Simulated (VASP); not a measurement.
VASP ran on this input.

### INCAR
```
SYSTEM = Cs
PREC = Accurate
ENCUT = 400
EDIFF = 1E-6
NELM = 100
ALGO = Normal
LREAL = .FALSE.
LASPH = .TRUE.
ISMEAR = 1
SIGMA = 0.1
GGA = PE
LMAXMIX = 4
LWAVE = .FALSE.
LCHARG = .FALSE.
ISIF = 2
ICHARG = 11
```

### POSCAR
```
Cs
1
   -3.1110000000     3.1110000000     3.1110000000
    3.1110000000    -3.1110000000     3.1110000000
    3.1110000000     3.1110000000    -3.1110000000
Cs
1
Direct
  0.0000000000   0.0000000000   0.0000000000
```

**KPOINTS**
```
Automatic mesh
0
Gamma
6 6 6
0 0 0
```

POTCAR, in this order: Cs_sv (PBE.64 set). Program: vasp_std.

The run wrote:

**standard output**
```
 POSCAR found type information on POSCAR Cs
 POSCAR found :  1 types and       1 ions
 Reading from existing POTCAR
 Reading from existing POTCAR
 LDA part: xc-table for (Slater+PW92), standard interpolation
 WARNING: stress and forces are not correct
 POSCAR, INCAR and KPOINTS ok, starting setup
 WAVECAR not read
 WARNING: CHGCAR is incomplete

 -----------------------------------------------------------------------------
|                                                                             |
|     EEEEEEE  RRRRRR   RRRRRR   OOOOOOO  RRRRRR      ###     ###     ###     |
|     E        R     R  R     R  O     O  R     R     ###     ###     ###     |
|     E        R     R  R     R  O     O  R     R     ###     ###     ###     |
|     EEEEE    RRRRRR   RRRRRR   O     O  RRRRRR       #       #       #      |
|     E        R   R    R   R    O     O  R   R                               |
|     E        R    R   R    R   O     O  R    R      ###     ###     ###     |
|     EEEEEEE  R     R  R     R  OOOOOOO  R     R     ###     ###     ###     |
|                                                                             |
|     ICHARG>10                                                               |
|                                                                             |
|       ---->  I REFUSE TO CONTINUE WITH THIS SICK JOB ... BYE!!! <----       |
|                                                                             |
 -----------------------------------------------------------------------------
```

### Question
From input and log, find the fault in this run and mend it.

### Answer
The cause: ICHARG = 11 asks for a fixed density, but there is no CHGCAR. VASP stops with an error: ERROR: charge density could not be read from file CHGCAR for ICHARG>10 ----> I REFUSE TO CONTINUE WITH THIS SICK JOB ... BYE!!! <---- To mend it, run self-consistently first and keep its CHGCAR, or remove ICHARG. The plain static run on this cell (PBE GGA, plane waves, VASP's PBE PAW potentials (set 64)) converges, and its OSZICAR ends with
```
   1 F= -.83630675E+00 E0= -.83431583E+00  d E =-.597276E-02
```

The compound is Cs in the bcc structure. The cell was not relaxed at this level.
